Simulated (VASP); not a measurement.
Input:

```
HfO2
1.0
    0.00000     2.52401     2.52401
    2.52401     0.00000     2.52401
    2.52401     2.52401     0.00000
Hf O
1 2
Cartesian
  0.00000   0.00000   0.00000
  1.26201   1.26201   1.26201
  3.78602   3.78602   3.78602
```

These are optB86b-vdW, VASP's PBE PAW potentials (set 64) (plane waves; VASP 6.6.1) values and carry that method's errors. Run with 520 eV cut-off, Gaussian smearing of 0.050 eV, potentials Hf_pv O.

Unless said otherwise, spin-orbit coupling is left out, though it shifts the bands of the heavy elements here.

### Question
Give the energies of bands 6 to 14 at the high-symmetry points, in eV from the valence-band maximum.

### Answer

```json
[
 {"band": "6", "Γ": "-5.41", "X": "-6.57", "U": "-5.89", "L": "-4.37", "W": "-5.36"},
 {"band": "7", "Γ": "-5.41", "X": "-3.49", "U": "-4.07", "L": "-4.37", "W": "-5.13"},
 {"band": "8", "Γ": "-5.41", "X": "-3.49", "U": "-3.38", "L": "-3.06", "W": "-2.58"},
 {"band": "9", "Γ": "-0.62", "X": "-1.55", "U": "-2.27", "L": "-2.77", "W": "-2.58"},
 {"band": "10", "Γ": "-0.62", "X": "-1.55", "U": "-1.32", "L": "-1.84", "W": "-1.40"},
 {"band": "11", "Γ": "-0.62", "X": "0.00", "U": "-0.34", "L": "-1.84", "W": "-0.21"},
 {"band": "12", "Γ": "3.89", "X": "3.80", "U": "4.34", "L": "4.63", "W": "4.85"},
 {"band": "13", "Γ": "3.89", "X": "5.54", "U": "5.47", "L": "4.63", "W": "5.19"},
 {"band": "14", "Γ": "5.92", "X": "6.78", "U": "7.06", "L": "7.13", "W": "7.21"}
]
```

The gap is direct, 3.80 eV, from the valence maximum at X to the conduction minimum at X.

The compound is HfO2 in the fluorite structure, the high-temperature cubic form, which is unstable at 0 K; the monoclinic form is the stable one. It was relaxed first.
